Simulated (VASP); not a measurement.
OSZICAR of a VASP run on BAs (zinc blende):

### OSZICAR
```
       N       E                     dE             d eps       ncg     rms          rms(c)
DAV:   1     0.132402539076E+02    0.13240E+02   -0.39682E+03   560   0.884E+02
DAV:   2    -0.117138458585E+02   -0.24954E+02   -0.23743E+02   872   0.106E+02
DAV:   3    -0.120053552007E+02   -0.29151E+00   -0.29151E+00   616   0.161E+01
DAV:   4    -0.120057564062E+02   -0.40121E-03   -0.40121E-03   856   0.651E-01
DAV:   5    -0.120057565123E+02   -0.10613E-06   -0.10613E-06   600   0.701E-03    0.477E+00
DAV:   6    -0.114723501929E+02    0.53341E+00   -0.17534E+00   576   0.677E+00    0.236E+00
DAV:   7    -0.114191402173E+02    0.53210E-01   -0.18769E-01   792   0.263E+00    0.937E-01
DAV:   8    -0.114125642262E+02    0.65760E-02   -0.21279E-02   608   0.102E+00    0.113E-01
DAV:   9    -0.114128819725E+02   -0.31775E-03   -0.61512E-04   696   0.198E-01    0.637E-02
DAV:  10    -0.114130680898E+02   -0.18612E-03   -0.29811E-04   688   0.127E-01    0.160E-02
DAV:  11    -0.114130741908E+02   -0.61010E-05   -0.12361E-05   824   0.274E-02    0.132E-02
DAV:  12    -0.114130738602E+02    0.33059E-06   -0.24706E-06   576   0.111E-02
   1 F= -.11413074E+02 E0= -.11413074E+02  d E =-.114131E+02
```

Problem. Which electronic solver shows in the log?

Solution. It is blocked Davidson (ALGO = Normal, or the opening steps of other solvers). The INCAR had ALGO = Normal.

Problem. Can the final energy be trusted as converged?

Solution. The calculation finished and met its thresholds. It stopped with EDIFF = 1E-6, NELM = 100, NSW = 60 and EDIFFG = -0.01 after 1 ionic step (PBE GGA, plane waves, VASP's PBE PAW potentials (set 64)).

The compound is BAs in the zinc blende structure. It was relaxed first. The start is the result of an earlier pass.
